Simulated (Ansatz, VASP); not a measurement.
# OsCl3: VASP beside Ansatz

```
Os Cl
1.0
     4.91232    0.00000    0.00000
     0.00000    4.91232    0.00000
     0.00000    0.00000    4.91232
Os Cl
1 3
Direct
  0.00000 0.00000 0.00000
  0.50000 0.00000 0.00000
  0.00000 0.00000 0.50000
  0.00000 0.50000 0.00000
```

Alike in both runs: task single point; functional PBE; k mesh 4 × 4 × 4; occupations gaussian, width 0.05 eV; collinear spin; Hubbard terms Os d U = 1.0 eV.

|  | VASP | Ansatz |
| --- | --- | --- |
| version | VASP 6.6.1 | Ansatz 0.2.0 |
| potentials or method | VASP PAW PBE potentials, release 64 (Os, Cl) | scalar-relativistic, plane waves, PAW |
| plane-wave cutoff (eV) | 520 | 420 |
| valence electrons in the cell | 29 | 37 |

|  | VASP | Ansatz | Ansatz less VASP |
| --- | --- | --- | --- |
| gap on the k mesh at the Fermi level (eV) | none | none | - |
| pressure (GPa) | -3.4 | -3.5 | -0.05 |
| net moment per atom (μB) | 0.62 | 0.62 | 0.000 |
| size of the moment on the site where the two differ most (μB) | 2.10 | 1.63 | -0.466 |

Site moments also hang on the region over which each program counts them. The programs project onto different local orbitals, so the same U acts differently. A gap of «none» marks a metal or a gap that the smearing closes. The two sets of potentials don't hold the same shells in valence. Ansatz warned: «filled_band_counts_differ_across_k_points».

Spin-orbit coupling is left out, which matters for the levels of Os. The state reached can hang on the start; a lower one may exist.
